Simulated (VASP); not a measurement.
A convergence study with VASP on PbTe (rock salt): one setting is varied, all else stays as given below, so the limit is that of these other settings. ε∞ is the independent-particle value.

```
PbTe
1.0
    0.00000     3.23000     3.23000
    3.23000     0.00000     3.23000
    3.23000     3.23000     0.00000
Te Pb
1 1
Cartesian
  3.23000   3.23000   3.23000
  0.00000   0.00000   0.00000
```

Computed with PBE GGA, VASP's PBE PAW potentials (set 64) (plane waves; VASP). The tightest run used: 550 eV cut-off, 6×6×6 Γ-centred mesh, Gaussian smearing of 0.050 eV, potentials Te Pb_d.

```json
[
 {"setting": "NBANDS = 11", "mean ε∞": "17.69", "bands": "11"},
 {"setting": "NBANDS = 12", "mean ε∞": "26.18", "bands": "12"},
 {"setting": "NBANDS = 14", "mean ε∞": "30.11", "bands": "14"}
]
```

Problem. These are the cheaper rows. Estimate the results at NBANDS = 138, and how far the last row shown lies from them.

Solution. 
| quantity | tightest run | last row shown is off by |
|---|---|---|
| mean ε∞ | 30.64 | -0.53 |

Left out are rungs that failed or repeat a setting and relaxations that didn't move; long series are thinned to 24 rows.

The compound is PbTe in the rock salt structure. The cell was not relaxed at this level.
